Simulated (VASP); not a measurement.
Input for VASP

INCAR:
```
SYSTEM = AuZn
PREC = Accurate
ENCUT = 400
EDIFF = 1E-6
NELM = 40
ALGO = Normal
LREAL = .FALSE.
LASPH = .TRUE.
ISMEAR = 1
SIGMA = 0.1
GGA = PE
LMAXMIX = 6
LWAVE = .FALSE.
LCHARG = .FALSE.
ISIF = 2
```

POSCAR:
```
AuZn
1
    3.1500000000     0.0000000000     0.0000000000
    0.0000000000     3.1500000000     0.0000000000
    0.0000000000     0.0000000000     3.1500000000
Zn Au
1 2
Direct
  0.5000000000   0.5000000000   0.5000000000
  0.0000000000   0.0000000000   0.0000000000
  0.0500000000   0.0500000000   0.0500000000
```

**KPOINTS**
```
Automatic mesh
0
Gamma
9 9 9
0 0 0
```

POTCAR, in this order: Zn Au (PBE.64 set). Program: vasp_std.

Question: What happens when VASP runs on this input?

Answer: There is a fault: one atom is typed twice, on or next to the same site. VASP stops with an error: Orbital orthonormalization failed in the inversion of matrix LAPACK: Routine ZPOTRF failed! kpoint: 6 spin: 1 Possible solutions for this issue are: - Please check whether the atoms are too close to each other. - Decreasing POTIM might help during relaxations or MDs. - Deleting CHGCAR or WAVECAR if incompatible with the structure. - Try calculating without symmetrizing (ISYM = 0 or ISYM = -1). ----> I REFUSE TO CONTINUE WITH THIS SICK JOB ... BYE!!! <----

standard output:
```
 POSCAR found type information on POSCAR ZnAu
 POSCAR found :  2 types and       3 ions
 Reading from existing POTCAR
 Reading from existing POTCAR
 LDA part: xc-table for (Slater+PW92), standard interpolation

 -----------------------------------------------------------------------------
|                                                                             |
|           W    W    AA    RRRRR   N    N  II  N    N   GGGG   !!!           |
|           W    W   A  A   R    R  NN   N  II  NN   N  G    G  !!!           |
|           W    W  A    A  R    R  N N  N  II  N N  N  G       !!!           |
|           W WW W  AAAAAA  RRRRR   N  N N  II  N  N N  G  GGG   !            |
|           WW  WW  A    A  R   R   N   NN  II  N   NN  G    G                |
|           W    W  A    A  R    R  N    N  II  N    N   GGGG   !!!           |
|                                                                             |
|     The distance between some ions is very small. Please check the          |
|     nearest-neighbor list in the OUTCAR file.                               |
|     I HOPE YOU KNOW WHAT YOU ARE DOING!                                     |
|                                                                             |
 -----------------------------------------------------------------------------

 POSCAR, INCAR and KPOINTS ok, starting setup
 WAVECAR not read

 -----------------------------------------------------------------------------
|                                                                             |
|     EEEEEEE  RRRRRR   RRRRRR   OOOOOOO  RRRRRR      ###     ###     ###     |
|     E        R     R  R     R  O     O  R     R     ###     ###     ###     |
|     E        R     R  R     R  O     O  R     R     ###     ###     ###     |
|     EEEEE    RRRRRR   RRRRRR   O     O  RRRRRR       #       #       #      |
|     E        R   R    R   R    O     O  R   R                               |
|     E        R    R   R    R   O     O  R    R      ###     ###     ###     |
|     EEEEEEE  R     R  R     R  OOOOOOO  R     R     ###     ###     ###     |
|                                                                             |
|     Orbital orthonormalization failed in the inversion of matrix            |
|     LAPACK: Routine ZPOTRF failed! kpoint: 6 spin: 1                        |
|                                                                             |
|     Possible solutions for this issue are:                                  |
|     - Please check whether the atoms are too close to each other.           |
|     - Decreasing POTIM might help during relaxations or MDs.                |
|     - Deleting CHGCAR or WAVECAR if incompatible with the structure.        |
|     - Try calculating without symmetrizing (ISYM = 0 or ISYM = -1).         |
|                                                                             |
|       ---->  I REFUSE TO CONTINUE WITH THIS SICK JOB ... BYE!!! <----       |
|                                                                             |
 -----------------------------------------------------------------------------
```

To mend it, correct POSCAR.
POSCAR:
```
AuZn
1
    3.1500000000     0.0000000000     0.0000000000
    0.0000000000     3.1500000000     0.0000000000
    0.0000000000     0.0000000000     3.1500000000
Zn Au
1 1
Direct
  0.5000000000   0.5000000000   0.5000000000
  0.0000000000   0.0000000000   0.0000000000
```
The mended run (PBE GGA, plane waves, VASP's PBE PAW potentials (set 64)) converges, and its OSZICAR ends with
```
   1 F= -.47230801E+01 E0= -.47227945E+01  d E =-.857005E-03
```
